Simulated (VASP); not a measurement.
Here is the system:

```xyz
2
Lattice="0.0000 2.3801 2.3801 2.3801 0.0000 2.3801 2.3801 2.3801 0.0000" Properties=species:S:1:pos:R:3 pbc="T T T"
Na     0.0000     0.0000     0.0000
F      2.3801     2.3801     2.3801
```

Computed with vdW-DF2, VASP's PBE PAW potentials (set 64) (plane waves; VASP). Numerical set-up: 520 eV cut-off, 10×10×10 Γ-centred mesh, Gaussian smearing of 0.050 eV, potentials Na_pv F.

Problem. Give the stress tensor in GPa (positive for a compressed cell).

Solution. 
```
-2.51   0.00   0.00
 0.00  -2.51   0.00
 0.00   0.00  -2.51
```
The pressure is its mean diagonal, -2.51 GPa.

The compound is NaF in the rock salt structure. This cell is one point of a volume scan, at 1.06 of the reference volume.
